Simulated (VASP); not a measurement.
An input for Ansatz (written as the equivalent of a VASP run, and not itself run):

Ansatz 0.2 input:
```yaml
crystal:
  lattice:
    - [3.8000000, 0.0000000, 0.0000000]
    - [0.0000000, 3.8000000, 0.0000000]
    - [0.0000000, 0.0000000, 4.8400000]
  atoms:
    - { symbol: Sn, position: [0.5000000, 0.0000000, 0.7620000] }
    - { symbol: Sn, position: [0.0000000, 0.5000000, 0.2380000] }
    - { symbol: O, position: [0.5000000, 0.5000000, 0.0000000] }
    - { symbol: O, position: [0.0000000, 0.0000000, 0.0000000] }
kpoints:
  mp_grid: { grid: [6, 6, 5] }
hamiltonian:
  xc: pbe
  pseudopotentials: { kind: paw }
scf:
  occupations: { method: gaussian, width: 0.05 }
  max_iter: 100
output: { forces: true, stress: true, eigenvalues: true }
```

Translate this input to VASP (INCAR, KPOINTS, POSCAR, choice of POTCAR).

This is not unique; one that fits is 
INCAR:
```
GGA=PE   ! PBE
IMIX=4
LREAL=.FALSE.
LMAXMIX=4   ! l cut-off of mixed one-centre charges
AMIX=1.0
SYSTEM=SnO
NELM=100   ! most electronic steps
LASPH=.TRUE.   ! aspherical one-centre terms
ISIF=2   ! forces and stress, cell fixed
ENCUT=520   ! plane-wave cut-off (eV)
PREC=Accurate
SIGMA=0.05   ! width (eV)
BMIX=3.0
ISMEAR=0   ! Gaussian
ALGO=Normal   ! blocked Davidson
LCHARG=.FALSE.
EDIFF=1E-6
LWAVE=.FALSE.
```

File KPOINTS:
```
Automatic mesh
0
Gamma
6 6 5
```

**POSCAR**
```
SnO
1
    3.8000000000     0.0000000000     0.0000000000
    0.0000000000     3.8000000000     0.0000000000
    0.0000000000     0.0000000000     4.8400000000
Sn O
2 2
Direct
  0.5000000000   0.0000000000   0.7620000000
  0.0000000000   0.5000000000   0.2380000000
  0.5000000000   0.5000000000   0.0000000000
  0.0000000000   0.0000000000   0.0000000000
```

POTCAR, in this order: Sn_d O (PBE.64 set). Program: vasp_std.

The two are equivalent in intent, not identical: each code has its own PAW files, so the cut-off isn't converted (ENCUT is set for VASP's; basis.ecutwfc is left out, and Ansatz then takes the one that its files recommend); Ansatz stops its SCF on the density residual and VASP on the energy change (EDIFF).

The compound is SnO in the litharge structure. The cell was not relaxed at this level. The run is one of a series of settings (AMIX = 1.0, BMIX = 3.0, IMIX = 4 against the base run), some of them coarse on purpose.
